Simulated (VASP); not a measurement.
VASP runs on SbN (a trial cell in the CsCl structure, space group Pm-3m) share one base input (PBE GGA, plane waves, VASP's PBE PAW potentials (set 64)) and change the settings named in each case.

File KPOINTS:
```
Automatic mesh
0
Gamma
8 8 8
0 0 0
```

### INCAR
```
! general
SYSTEM  = SbN
PREC    = Accurate
ENCUT   = 520   ! plane-wave cut-off (eV)
LREAL   = F   ! projection in real space or not
LASPH   = T   ! aspherical one-centre terms

! electronic loop
EDIFF   = 1E-6   ! SCF stop (eV)
NELM    = 100   ! most electronic steps
ALGO    = Normal
LMAXMIX = 4   ! l cut-off of mixed one-centre charges

! smearing
ISMEAR  = 0   ! Gaussian
SIGMA   = 0.05

! functional
GGA     = PE

! ions
ISIF    = 2

! output
LWAVE   = F
LCHARG  = F
```

### POSCAR
```
SbN
1.0
  2.8242990000   0.0000000000   0.0000000000
  0.0000000000   2.8242990000   0.0000000000
  0.0000000000   0.0000000000   2.8242990000
Sb N
1 1
Cartesian
  0.0000000000   0.0000000000   0.0000000000
  1.4121495000   1.4121495000   1.4121495000
```

POTCAR, in this order: Sb N (PBE.64 set). Program: vasp_std.

| change | E(σ→0) (eV/atom) | pressure (GPa) | −TS (eV) | electronic steps |
|---|---|---|---|---|
| base run | -4.3884 | 53.60 | -0.0024 | 15 |
| NBANDS = 6 | -4.3165 | 55.59 | -0.0027 | 14 |
| NBANDS = 7 | -4.3779 | 52.72 | -0.0016 | 13 |
| NBANDS = 13 | -4.3884 | 53.61 | -0.0024 | 15 |
| NBANDS = 18 | -4.3884 | 53.57 | -0.0024 | 13 |
 Unless said otherwise, spin-orbit coupling is left out, though it shifts the bands of the heavy elements here.

Left out are runs that ran out of time, are held back, or changed the cell or the kind of run, fixed moments of cells without a moment, rows past the twelfth, gaps on odd meshes, pressures of charged cells and columns that move by less than the noise.

The structure was generated: SbN was put into the CsCl type (Pm-3m), which need not be its known phase. The cell was not relaxed at this level.
